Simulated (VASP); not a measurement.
Method: r2SCAN meta-GGA, VASP's PBE PAW potentials (set 64) (plane waves; VASP).

Gaps are without spin-orbit coupling.

```json
{
 "volume_per_atom": "41.49 Å^3/atom",
 "band gap (over mesh and band path)": "4.89 eV",
 "smallest direct gap (over mesh and band path)": "4.89 eV"
}
```

Which relaxed crystal gives these values?
A. B2O3, P3_121 (152)
B. CdTe, P6_3mc (186)
C. RbBr, Fm-3m (225)
D. SnO2, Pnnm (58)

C, RbBr, Fm-3m (225)
